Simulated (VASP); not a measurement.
Calculation: PBE GGA, VASP's PBE PAW potentials (set 64) (plane waves; VASP).

A VASP calculation is set up with these files.

**POSCAR**
```
SiC
1.0
  1.5402550000  -2.6678000000   0.0000000000
  1.5402550000   2.6678000000   0.0000000000
  0.0000000000   0.0000000000  10.0848000000
Si C
4 4
Cart
  0.0000000000   0.0000000000   0.0000000000
  0.0000000000   0.0000000000   5.0424000000
  1.5402550000  -0.8892684452   7.5654152640
  1.5402550000   0.8892684452   2.5230152640
  0.0000000000   0.0000000000   8.1904711680
  0.0000000000   0.0000000000   3.1480711680
  1.5402550000  -0.8892684452   5.6806669920
  1.5402550000   0.8892684452   0.6382669920
```

File KPOINTS:
```
Automatic mesh
0
gamma
  9 9 3
```

INCAR:
```
ALGO  =  Normal
EDIFF  =  1E-6
EDIFFG  =  -0.01
ENCUT  =  480
GGA  =  PE
IBRION  =  2
ISIF  =  3
ISMEAR  =  0
LASPH  =  .TRUE.
LCHARG  =  .FALSE.
LREAL  =  .FALSE.
LWAVE  =  .FALSE.
NELM  =  100
NSW  =  60
PREC  =  Accurate
SIGMA  =  0.05
SYSTEM  =  SiC
```

POTCAR, in this order: Si C (PBE.64 set). Program: vasp_std.

Question: Predict the energy per atom (σ→0), volume per atom.

Answer: 
```json
{
  "energy per atom (σ→0)": "-7.531 eV/atom",
  "volume_per_atom": "10.49 Å³/atom"
}
```

### OSZICAR
```
...
DAV:   5    -0.602507350844E+02    0.93508E-07   -0.19193E-06   875   0.985E-03
   4 F= -.60250735E+02 E0= -.60250735E+02  d E =-.293094E-03
       N       E                     dE             d eps       ncg     rms          rms(c)
DAV:   1    -0.602508038989E+02   -0.68721E-04   -0.64742E-03  1083   0.575E-01    0.294E-02
DAV:   2    -0.602507927093E+02    0.11190E-04   -0.11463E-04  1246   0.706E-02    0.137E-02
DAV:   3    -0.602507880457E+02    0.46637E-05   -0.13273E-05  1305   0.240E-02    0.558E-03
DAV:   4    -0.602507874833E+02    0.56233E-06   -0.32767E-06   936   0.109E-02
   5 F= -.60250787E+02 E0= -.60250787E+02  d E =-.345493E-03
```

The compound is SiC in the 4h structure. This run relaxes it. Symmetry was kept, so distortions that lower it aren't found.
